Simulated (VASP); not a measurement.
A convergence study with VASP on EuO (rock salt): one setting is varied, all else stays as given below, so the limit is that of these other settings. Each run relaxes cell and ions from the cell shown. The basis is that of the starting cell, so low cut-offs carry a Pulay error.

```xyz
2
Lattice="0.0000 2.5700 2.5700 2.5700 0.0000 2.5700 2.5700 2.5700 0.0000" Properties=species:S:1:pos:R:3 pbc="T T T"
Eu     0.0000     0.0000     0.0000
O      2.5700     2.5700     2.5700
```

Calculation: PBE GGA, VASP's PBE PAW potentials (set 64) (plane waves; VASP). The tightest run used: 800 eV cut-off, 8×8×8 Γ-centred mesh, Gaussian smearing of 0.050 eV, potentials Eu_2 O.

The 4f electrons are frozen in the core of the lanthanide potential, so 4f levels, which can set the real gap, and their magnetism are missing. Gaps are read on the run's mesh, which can miss a band edge.

The settings run are ENCUT = 250; ENCUT = 300; ENCUT = 350; ENCUT = 400; ENCUT = 450; ENCUT = 500; ENCUT = 550; ENCUT = 600; ENCUT = 650; ENCUT = 700; ENCUT = 750; ENCUT = 800. From which on does the relaxed volume stay within 0.1 Å³/atom of the tightest run?

From ENCUT = 450 on: it is off by 0.034 there and by no more than 0.1 in any finer run, while ENCUT = 400 is off by 0.203.
| setting | relaxed volume (Å³/atom) | E (eV/atom) | gap on the mesh (eV) | plane waves | difference judged (Å³/atom) |
|---|---|---|---|---|---|
| ENCUT = 250 | 12.979 | -7.5608 | 1.880 | 314 | 2.451 |
| ENCUT = 300 | 14.054 | -6.9526 | 2.400 | 415 | 1.376 |
| ENCUT = 350 | 14.809 | -6.7179 | 2.621 | 531 | 0.621 |
| ENCUT = 400 | 15.227 | -6.6427 | 2.693 | 636 | 0.203 |
| ENCUT = 450 | 15.396 | -6.6177 | 2.717 | 754 | 0.034 |
| ENCUT = 500 | 15.421 | -6.6120 | 2.721 | 887 | 0.009 |
| ENCUT = 550 | 15.408 | -6.6124 | 2.719 | 1006 | 0.022 |
| ENCUT = 600 | 15.399 | -6.6140 | 2.719 | 1158 | 0.031 |
| ENCUT = 650 | 15.401 | -6.6148 | 2.720 | 1303 | 0.029 |
| ENCUT = 700 | 15.410 | -6.6150 | 2.721 | 1458 | 0.020 |
| ENCUT = 750 | 15.419 | -6.6147 | 2.723 | 1604 | 0.011 |
| ENCUT = 800 | 15.430 | -6.6144 | 2.725 | 1807 | 0.000 |

Left out are rungs that failed or repeat a setting and relaxations that didn't move; long series are thinned to 24 rows.

The compound is EuO in the rock salt structure.
